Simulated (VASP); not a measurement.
# Ba2SeS: structure and properties in VASP, part 2 of 2

Wanted: the relaxed cell of Ba2SeS and its properties. The cell is invented: it takes the structure of COD entry 9008600, BaS (space group 225 there), with some of its atoms replaced by other elements, volume scaled by an estimate. It may not be a known or stable phase. The atoms of the start are displaced at random from the sites of a R-3m cell.

VASP 6.6.1; PBE with D3; plane waves and PAW (Ba_sv, Se, S); invented cell.

So far, gap on the k-mesh (eV): step 2 (rough relaxation of the start cell) 1.96; step 3 (relaxing cell and atoms (PBE + D3)) 1.97.

### Step 6. Total and projected DOS (PBE + D3) (continued)

The density of states has structure finer than the step of the table below, so its rows give means over 0.5 eV, whole bins alone (the curve runs from -12.0 to 5.16 eV). Peaks (eV: height): total -11.47: 50.1, -9.79: 20.4, -0.96: 22.3, -0.64: 16.6; S p -1.57: 2.15, -0.96: 7.33, -0.64: 2.26; Ba d -1.57: 0.373, -0.96: 1.53, -0.64: 0.616, 3.94: 1.18; Se p -1.57: 1.44, -0.96: 1.87, -0.74: 2.75, -0.64: 4.61; Ba p -11.47: 46.1.

States under -12.0 eV and over 5.2 eV are left out; flat bands give spikes narrower than the energy grid, so sums over such rows miss the true count of states. Density of states against energy, zero at the valence-band top; means over each step; values in states/eV/cell:

| energy (eV) | total | S p | Ba d | Se p | Ba p | Se s | S s |
| --- | --- | --- | --- | --- | --- | --- | --- |
| -11.5 | 17.5 | 0.0219 | 0.00178 | 0.0234 | 15.9 | 0.0311 | 0.0218 |
| -11.0 | 0 | 0 | 0 | 0 | 0 | 0 | 0 |
| -10.5 | 0.699 | 3.3e-4 | 0.00450 | 1.7e-4 | 0.109 | 0.279 | 0.132 |
| -10.0 | 5.54 | 0.00183 | 0.0237 | 0.00176 | 1.35 | 1.57 | 1.42 |
| -9.5 | 1.68 | 1.8e-4 | 0.00432 | 6.5e-4 | 0.457 | 0.237 | 0.640 |
| -9.0 | 0 | 0 | 0 | 0 | 0 | 0 | 0 |
| -8.5 | 0 | 0 | 0 | 0 | 0 | 0 | 0 |
| -8.0 | 0 | 0 | 0 | 0 | 0 | 0 | 0 |
| -7.5 | 0 | 0 | 0 | 0 | 0 | 0 | 0 |
| -7.0 | 0 | 0 | 0 | 0 | 0 | 0 | 0 |
| -6.5 | 0 | 0 | 0 | 0 | 0 | 0 | 0 |
| -6.0 | 0 | 0 | 0 | 0 | 0 | 0 | 0 |
| -5.5 | 0 | 0 | 0 | 0 | 0 | 0 | 0 |
| -5.0 | 0 | 0 | 0 | 0 | 0 | 0 | 0 |
| -4.5 | 0 | 0 | 0 | 0 | 0 | 0 | 0 |
| -4.0 | 0 | 0 | 0 | 0 | 0 | 0 | 0 |
| -3.5 | 0 | 0 | 0 | 0 | 0 | 0 | 0 |
| -3.0 | 0 | 0 | 0 | 0 | 0 | 0 | 0 |
| -2.5 | 0 | 0 | 0 | 0 | 0 | 0 | 0 |
| -2.0 | 0.602 | 0.109 | 0.0200 | 0.0872 | 0.00416 | 3.8e-4 | 2.9e-4 |
| -1.5 | 4.72 | 1.00 | 0.174 | 0.663 | 0.0663 | 0.00448 | 0.00321 |
| -1.0 | 8.56 | 2.30 | 0.500 | 1.14 | 0.202 | 0.00417 | 0.00251 |
| -0.5 | 9.16 | 1.25 | 0.324 | 2.70 | 0.338 | 0.00176 | 0.00443 |
| 0.0 | 0.564 | 0.0872 | 0.0132 | 0.182 | 0.0115 | 4.9e-5 | 5.9e-5 |
| 0.5 | 0 | 0 | 0 | 0 | 0 | 0 | 0 |
| 1.0 | 0 | 0 | 0 | 0 | 0 | 0 | 0 |
| 1.5 | 0 | 0 | 0 | 0 | 0 | 0 | 0 |
| 2.0 | 0.116 | 8.7e-4 | 0.0346 | 0.00101 | 0 | 0 | 0 |
| 2.5 | 0.856 | 0.0114 | 0.259 | 0.0123 | 5.2e-4 | 1.5e-4 | 1.1e-4 |
| 3.0 | 1.61 | 0.0285 | 0.499 | 0.0309 | 0.00226 | 6.7e-4 | 7.4e-4 |
| 3.5 | 2.06 | 0.0442 | 0.630 | 0.0442 | 0.00678 | 0.00743 | 0.00778 |
| 4.0 | 3.22 | 0.0855 | 0.958 | 0.0657 | 0.0228 | 0.0227 | 0.0229 |
| 4.5 | 3.33 | 0.0831 | 1.05 | 0.0721 | 0.0329 | 0.0360 | 0.0318 |

The gap on this mesh is 1.97 eV. In the top eV of the valence band the largest shares in the PAW spheres are Se p 25 % and S p 17 %. The rest lies in smaller channels or between the spheres.

### Step 7. Core levels (PBE + D3)

Core levels shift with the potential at each site, so they tell like atoms on unlike sites apart.

The input, INCAR:

```
SYSTEM = Ba2SeS
PREC = Accurate
ENCUT = 400
EDIFF = 1E-06
NELM = 100
ISMEAR = 0
SIGMA = 0.05
LREAL = .FALSE.
ALGO = Normal
GGA = PE
IVDW = 11
NBANDS = 22
LORBIT = 11
LWAVE = .FALSE.
LCHARG = .FALSE.
KPAR = 2
ICORELEVEL = 1
```

The input, POSCAR:

```
Ba2SeS
1.0
    2.3023317400      1.3292518500      7.5354216200
   -2.3023317400      1.3292518500      7.5354216200
    0.0000000000     -2.6585036900      7.5354216200
Ba Se S
2 1 1
Direct
    0.7527891900      0.7527891900      0.7527891900
    0.2472108100      0.2472108100      0.2472108100
    0.0000000000      0.0000000000      0.0000000000
    0.5000000000      0.5000000000      0.5000000000
```

The input, KPOINTS:

```
Automatic mesh
0
Gamma
6 6 6
0 0 0
```

PAW data sets: Ba_sv, Se and S (PBE family, release 64).

The run is started by

```
> mpirun -np 2 vasp_std
```

Run time: 2.8 min. Hardware: 2 MPI ranks of Intel Xeon Platinum 8488C (Sapphire Rapids), shared host; peak memory 0.79 GiB; 5.5 min of CPU time.

These are scalar-relativistic Kohn-Sham levels of the ground state, with no core hole, so they are not binding energies.

Numbers from this step:

```yaml
bands: 22
irreducible_k_points: 32
fermi_energy: 1.591 eV
pressure: 0.01101 GPa
```

Kohn-Sham core levels. Core levels, by row:

| atom | shell | level below the valence-band top (eV) |
| --- | --- | --- |
| Ba1 | 1s | 37242 |
| Ba1 | 2s | 5880 |
| Ba1 | 2p | 5271 |
| Ba1 | 3s | 1235 |
| Ba1 | 3p | 1040 |
| Ba1 | 3d | 757.1 |
| Ba1 | 4s | 236.3 |
| Ba1 | 4p | 173.4 |
| Ba1 | 4d | 82.15 |
| Ba2 | 1s | 37242 |
| Ba2 | 2s | 5880 |
| Ba2 | 2p | 5271 |
| Ba2 | 3s | 1235 |
| Ba2 | 3p | 1040 |
| Ba2 | 3d | 757.1 |
| Ba2 | 4s | 236.3 |
| Ba2 | 4p | 173.4 |
| Ba2 | 4d | 82.15 |
| Se3 | 1s | 12495 |
| Se3 | 2s | 1599 |
| Se3 | 2p | 1405 |
| Se3 | 3s | 205.5 |
| Se3 | 3p | 145 |
| Se3 | 3d | 45.21 |
| S4 | 1s | 2397 |
| S4 | 2s | 203.3 |
| S4 | 2p | 148.1 |

Atoms of one element give levels within 0.1 eV of each other.

### Step 8. Zone-centre phonons (PBE + D3)

Zone-centre modes test whether the atoms sit at a minimum within this cell. IBRION = 6 takes the force constants from differences of forces between displaced cells, so the forces must be tight.

Edit INCAR of step 7 so:

```diff
@@ -3,3 +3,3 @@
 ENCUT = 400
-EDIFF = 1E-06
+EDIFF = 1E-08
 NELM = 100
@@ -16,2 +16,6 @@
 KPAR = 2
-ICORELEVEL = 1
+IBRION = 6
+NFREE = 2
+POTIM = 0.015
+ISIF = 2
+NSW = 1
```

POSCAR is that of step 7.

KPOINTS is that of step 7.

The run is started by

```
> mpirun -np 2 vasp_std
```

Wall time 41 min (2 MPI ranks); peak memory 1.2 GiB; 83 min of CPU time.

The last energy, forces, stress and levels in OUTCAR belong to the last displaced cell, not to the cell of POSCAR.

This step gave:

- pressure of the cell: 0.01092 GPa
- largest force of the cell: 0.004277 eV/Å

Transverse limit, no LO-TO splitting. Modes at Γ, with each element's share of the kinetic energy:

| mode | frequency (cm⁻¹) | symmetry | Ba % | Se % | S % |
| --- | --- | --- | --- | --- | --- |
| 1 | 0.0 | acoustic | 71 | 20 | 8 |
| 2 | 0.0 | acoustic | 71 | 20 | 8 |
| 3 | 0.0 | acoustic | 71 | 20 | 8 |
| 4 | 71.4 | Eg | 100 | 0 | 0 |
| 5 | 71.4 | Eg | 100 | 0 | 0 |
| 6 | 106.6 | Eu | 23 | 77 | 0 |
| 7 | 106.6 | Eu | 23 | 77 | 0 |
| 8 | 114.8 | A2u | 28 | 64 | 8 |
| 9 | 128.0 | A1g | 100 | 0 | 0 |
| 10 | 151.5 | Eu | 6 | 2 | 92 |
| 11 | 151.5 | Eu | 6 | 2 | 92 |
| 12 | 187.7 | A2u | 1 | 16 | 83 |

Displacements in mode 5 (71.4 cm⁻¹), the largest set to 1:
```
Ba1  1.00  0.00  0.00
Ba2 -1.00  0.00  0.00
Se3  0.00  0.00  0.00
S4   0.00  0.00  0.00
```

Displacements in mode 9 (128.0 cm⁻¹), the largest set to 1:
```
Ba1  0.00  0.00  1.00
Ba2  0.00  0.00 -1.00
Se3  0.00  0.00  0.00
S4   0.00  0.00  0.00
```

The three acoustic modes come out at zero, and all others are real. By the characters of their eigenvectors the optical modes sort into (cm⁻¹) Raman active: Eg 71, A1g 128; infrared active: Eu 107, A2u 115, Eu 152, A2u 188. With a centre of inversion no mode is active in both.

### Step 9. Elastic tensor by finite strains (PBE + D3)

IBRION = 6 with ISIF = 3 strains the cell both ways at fixed fractional positions, and adds the ions' share afterwards from the force constants. Stress converges slowly with the basis, so the cutoff is raised.

Edit INCAR of step 8 so:

```diff
@@ -2,4 +2,4 @@
 PREC = Accurate
-ENCUT = 400
-EDIFF = 1E-08
+ENCUT = 500
+EDIFF = 1E-07
 NELM = 100
@@ -19,3 +19,3 @@
 POTIM = 0.015
-ISIF = 2
+ISIF = 3
 NSW = 1
```

POSCAR is that of step 8.

KPOINTS is that of step 8.

The run is started by

```
> mpirun -np 2 vasp_std
```

It took 12 min on 2 MPI ranks; peak memory 1.4 GiB.

The run was stopped at its time limit, by a STOPCAR file.

More ranks or a longer limit would be the way on.

### Step 10. Summary of results

| Property | Result |
| --- | --- |
| relaxed volume | 34.60 Å³/atom |
| relaxed conventional cell a, b, c | 4.605, 4.605, 22.606 Å; angles 90.0, 90.0, 120.0° |
| space group after relaxing, within 0.02 Å (lengths above averaged to it) | R-3m (No. 166) |
| band gap | 1.97 eV, indirect (least direct gap of that run 2.17 eV) |
| gap among the points of the DOS mesh alone, an upper bound | 1.97 eV |
| shallowest level of the frozen cores | Se3 3d, 45.2 eV deep |
| highest zone-centre mode | 188 cm⁻¹ |

With PBE + D3, Ba2SeS relaxes to 34.60 Å³/atom in space group R-3m and has an indirect gap of 1.97 eV. Not obtained: elastic tensor by finite strains (PBE + D3), because the run hit its time limit. Bands along the symmetry lines (PBE + D3): The path shows an indirect gap of 1.97 eV (valence top at Γ, conduction bottom at F). The least direct gap is 2.17 eV. Zone-centre phonons (PBE + D3): The highest mode in this list at Γ, 187.7 cm⁻¹, is mostly motion of S (83 % of the kinetic energy). Spin-orbit coupling is left out, and with elements this heavy it would split and shift bands near the edges, and it can change the kind of a small gap. Modes at Γ alone can't show that the crystal is stable at other wave vectors, and the LO-TO splitting is not included. No search among competing phases was made. All values are for a static lattice at zero temperature.

[Lines on the potential files, build, host, timing and source positions are cut from VASP's logs without a mark.]

[Logs are printed without paths, hosts, clocks, repeated set-up lines and the standing remarks that a program may print on its own settings, such as how far it seeks lower states.]

[Hosts, paths, dates, database ids (printed as entryN), source tags and the programs' standing remarks are cut or masked in the printed files.]

[A measured line is paired with the nearest computed mode of its activity, which favours agreement.]
